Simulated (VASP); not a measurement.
Level of theory: PBE GGA with D3 dispersion (zero damping), VASP's PBE PAW potentials (set 64) (plane waves; VASP).

The input files of a VASP run:

**INCAR**
```
! general
SYSTEM  = ZnS
PREC    = Accurate
ENCUT   = 520
LREAL   = .False.
LASPH   = .True.

! electronic loop
EDIFF   = 1E-7
NELM    = 100
ALGO    = Normal
LMAXMIX = 4

! smearing
ISMEAR  = 0
SIGMA   = 0.05

! functional
GGA     = PE
IVDW    = 11

! ions
IBRION  = 2
NSW     = 30
ISIF    = 4
EDIFFG  = -0.01

! output
LWAVE   = .False.
LCHARG  = .False.
```

**POSCAR**
```
ZnS
1
    1.9217649903    -3.3285945611     0.0000000000
    1.9217649903     3.3285945611     0.0000000000
    0.0000000000     0.0000000000     6.2945880011
Zn S
2 2
Direct
  0.6666670000   0.3333330000   0.5001183247
  0.3333330000   0.6666670000   0.0001183247
  0.6666670000   0.3333330000   0.8748816753
  0.3333330000   0.6666670000   0.3748816753
```

### KPOINTS
```
Regular mesh
0
Gamma
7 7 4
0 0 0
```

POTCAR, in this order: Zn S (PBE.64 set). Program: vasp_std.

Output of the run:

OUTCAR:
```
 ion  position               nearest neighbor table
   1  0.667  0.333  0.500-   4 2.35   4 2.35   4 2.35   3 2.36
   2  0.333  0.667  0.000-   3 2.35   3 2.35   3 2.35   4 2.36
   3  0.667  0.333  0.875-   2 2.35   2 2.35   2 2.35   1 2.36
   4  0.333  0.667  0.375-   1 2.35   1 2.35   1 2.35   2 2.36
  LATTYP: Found a hexagonal cell.
 ALAT       =     3.8435299440
 C/A-ratio  =     1.6377101500
 Subroutine PRICEL returns:
 Original cell was already a primitive cell.
 Subroutine GETGRP returns: Found 12 space group operations
The static configuration has the point symmetry C_3v.
 The point group associated with its full space group is C_6v.
The dynamic configuration has the point symmetry C_3v.
 Subroutine INISYM returns: Found 12 space group operations
 Subroutine IBZKPT returns following result:
 Found     24 irreducible k-points:

 Following reciprocal coordinates:
            Coordinates               Weight
  0.000000  0.000000  0.000000      1.000000
  0.142857  0.000000  0.000000      6.000000
  0.285714  0.000000  0.000000      6.000000
  0.428571 -0.000000  0.000000      6.000000
  0.142857  0.142857  0.000000      6.000000
  0.285714  0.142857  0.000000     12.000000
  0.428571  0.142857  0.000000      6.000000
  0.285714  0.285714  0.000000      6.000000
  0.000000  0.000000  0.250000      2.000000
  0.142857  0.000000  0.250000     12.000000
  0.285714  0.000000  0.250000     12.000000
  0.428571 -0.000000  0.250000     12.000000
  0.142857  0.142857  0.250000     12.000000
  0.285714  0.142857  0.250000     24.000000
  0.428571  0.142857  0.250000     12.000000
  0.285714  0.285714  0.250000     12.000000
  0.000000  0.000000  0.500000      1.000000
  0.142857  0.000000  0.500000      6.000000
  0.285714  0.000000  0.500000      6.000000
  0.428571 -0.000000  0.500000      6.000000
...
```

OSZICAR:
```
       N       E                     dE             d eps       ncg     rms          rms(c)
DAV:   1     0.232529765246E+03    0.23253E+03   -0.17429E+04  1056   0.196E+03
DAV:   2     0.729673535250E+01   -0.22523E+03   -0.21941E+03  1104   0.375E+02
DAV:   3    -0.140407181433E+02   -0.21337E+02   -0.21220E+02  1284   0.117E+02
DAV:   4    -0.145378978200E+02   -0.49718E+00   -0.49650E+00  1206   0.185E+01
DAV:   5    -0.145474617842E+02   -0.95640E-02   -0.95627E-02  1310   0.251E+00    0.968E+00
DAV:   6    -0.136749652024E+02    0.87250E+00   -0.20121E+00  1648   0.430E+01    0.754E+00
DAV:   7    -0.137093560870E+02   -0.34391E-01   -0.19539E+00  1152   0.804E+00    0.329E+00
DAV:   8    -0.136913363328E+02    0.18020E-01   -0.12550E-01  1410   0.488E+00    0.110E+00
DAV:   9    -0.136921228727E+02   -0.78654E-03   -0.20119E-02  1450   0.270E+00    0.278E-01
DAV:  10    -0.136922947146E+02   -0.17184E-03   -0.15350E-03  1218   0.427E-01    0.178E-01
DAV:  11    -0.136925293391E+02   -0.23462E-03   -0.27809E-04  1188   0.113E-01    0.621E-02
DAV:  12    -0.136925455322E+02   -0.16193E-04   -0.27800E-05  1420   0.654E-02    0.162E-02
DAV:  13    -0.136925476268E+02   -0.20946E-05   -0.38842E-06  1218   0.196E-02    0.783E-03
DAV:  14    -0.136925480468E+02   -0.42005E-06   -0.10854E-06  1236   0.124E-02    0.243E-03
DAV:  15    -0.136925479970E+02    0.49809E-07   -0.12597E-07   872   0.272E-03
   1 F= -.14736215E+02 E0= -.14736215E+02  d E =-.147362E+02
```

**OUTCAR**
```
------------------------ aborting loop because EDIFF is reached ----------------------------------------
 Edisp (eV)   -1.04367
  FORCE on cell =-STRESS in cart. coord.  units (eV):
  Direction    XX          YY          ZZ          XY          YZ          ZX
  --------------------------------------------------------------------------------------
  Total      -1.12382    -1.12382    -1.07228    -0.00000    -0.00000     0.00000
  in kB     -22.35882   -22.35882   -21.33345    -0.00000    -0.00000     0.00000
  external pressure =      -22.02 kB  Pullay stress =        0.00 kB
  volume of cell :       80.53
      direct lattice vectors                 reciprocal lattice vectors
     1.921764990 -3.328594561  0.000000000     0.260177494 -0.150213548  0.000000000
     1.921764990  3.328594561  0.000000000     0.260177494  0.150213548  0.000000000
     0.000000000  0.000000000  6.294588001     0.000000000  0.000000000  0.158866633
  FREE ENERGIE OF THE ION-ELECTRON SYSTEM (eV)
  ---------------------------------------------------
  free  energy   TOTEN  =       -14.7362147288 eV

  energy  without entropy=      -14.7362147288  energy(sigma->0) =      -14.73621473

 reached required accuracy - stopping structural energy minimisation
```
(Selected blocks of OUTCAR.)

The compound is ZnS in the wurtzite structure, the high-temperature form. This cell is one point of a volume scan, at 1.03 of the reference volume.
